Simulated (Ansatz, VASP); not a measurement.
**ZrMoS3: VASP beside Ansatz**

INCAR

```
SYSTEM = ZrMoS3
PREC = Accurate
ENCUT = 600
EDIFF = 1E-6
ISMEAR = 0
SIGMA = 0.1
LREAL = .FALSE.
LASPH = .TRUE.
NELM = 100
ALGO = Normal
ISIF = 3
LWAVE = .FALSE.
LCHARG = .FALSE.
GGA = PE
IBRION = 2
NSW = 100
EDIFFG = -0.01
```

KPOINTS

```
Automatic mesh
0
G
  8 8 8
  0 0 0
```

File POSCAR:

```
ZrMoS3
1.0
    4.6239436032      0.0000000000      0.0000000000
    0.0000000000      4.6239436032      0.0000000000
    0.0000000000      0.0000000000      4.6239436032
Zr Mo S
1 1 3
Direct
    0.0000000000      0.0000000000      0.0000000000
    0.5000000000      0.5000000000      0.5000000000
    0.0000000000      0.5000000000      0.5000000000
    0.5000000000      0.0000000000      0.5000000000
    0.5000000000      0.5000000000      0.0000000000
```

Input for Ansatz:

```yaml
crystal:
  lattice:
    - [4.6239436032, 0.0, 0.0]
    - [0.0, 4.6239436032, 0.0]
    - [0.0, 0.0, 4.6239436032]
  atoms:
    - { symbol: Zr, position: [0.0, 0.0, 0.0] }
    - { symbol: Mo, position: [0.5, 0.5, 0.5] }
    - { symbol: S, position: [0.0, 0.5, 0.5] }
    - { symbol: S, position: [0.5, 0.0, 0.5] }
    - { symbol: S, position: [0.5, 0.5, 0.0] }
basis:
  ecutwfc: 420
kpoints:
  mp_grid: { grid: [8, 8, 8] }
hamiltonian:
  xc: pbe
scf:
  occupations: { method: gaussian, width: 0.1 }
output:
  forces: true
  stress: true
  eigenvalues: true
  write_density: true
  write_potential: true
  elf: true
  volumetric_format: npy
relax:
  adjacent_minimum: "off"
  f_tol: 0.01
  max_steps: 80
  cell: { stress_tol: 0.05 }
```

Alike in both runs: task relaxation of cell and atoms; functional PBE; k mesh 8 × 8 × 8; occupations gaussian, width 0.1 eV; no spin polarisation.

|  | VASP | Ansatz |
| --- | --- | --- |
| version | VASP 6.6.1 | Ansatz 0.2.0 |
| potentials or method | VASP PAW PBE potentials, release 64 (Zr_sv, Mo_sv, S) | scalar-relativistic, plane waves, PAW |
| plane-wave cutoff (eV) | 600 | 420 |
| valence electrons in the cell | 44 | 44 |

Ansatz gave:

```
gap on the k mesh at the Fermi level, each at its own relaxed structure (eV) : none
relaxed volume (Å³/atom)                                                     : 19.82
relaxed cell length with the largest relative difference (Å)                 : 4.628
```

Question: What did VASP give for the same quantities?

Answer: gap on the k mesh at the Fermi level, each at its own relaxed structure (eV): none; relaxed volume (Å³/atom): 19.81; relaxed cell length with the largest relative difference (Å): 4.627.

A gap of «none» marks a metal or a gap that the smearing closes.
